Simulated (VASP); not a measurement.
Here is the system:

```
CuZn
1.0
    2.99483     0.00000     0.00000
    0.00000     2.99483     0.00000
    0.00000     0.00000     2.99483
Zn Cu
1 1
Direct
  0.50000   0.50000   0.50000
  0.00000   0.00000   0.00000
```

These are revPBE GGA, VASP's PBE PAW potentials (set 64) (plane waves; VASP) values and carry that method's errors. Run with 520 eV cut-off, Gaussian smearing of 0.050 eV, potentials Zn Cu.

### Question
Give the energies of bands 4 to 14 at the high-symmetry points, in eV from the Fermi level.

### Answer

| band | Γ | X | M | R |
|---|---|---|---|---|
| 4 | -7.06 | -7.21 | -7.29 | -6.79 |
| 5 | -7.06 | -6.99 | -6.80 | -6.79 |
| 6 | -7.06 | -5.83 | -4.48 | -4.07 |
| 7 | -3.43 | -5.05 | -3.25 | -4.07 |
| 8 | -3.43 | -3.51 | -2.79 | -4.07 |
| 9 | -2.64 | -3.13 | -2.79 | -2.40 |
| 10 | -2.64 | -3.13 | -2.41 | -2.40 |
| 11 | -2.64 | -2.70 | -1.73 | 3.58 |
| 12 | 6.08 | -1.95 | -1.73 | 4.23 |
| 13 | 6.08 | 11.31 | 1.57 | 4.23 |
| 14 | 6.08 | 11.31 | 1.94 | 4.23 |

It has no gap at this level: it comes out as a metal or semimetal.

The compound is CuZn in the CsCl type structure. It was relaxed first. The electron count is odd and the run is not spin-polarised, which forces a metal.
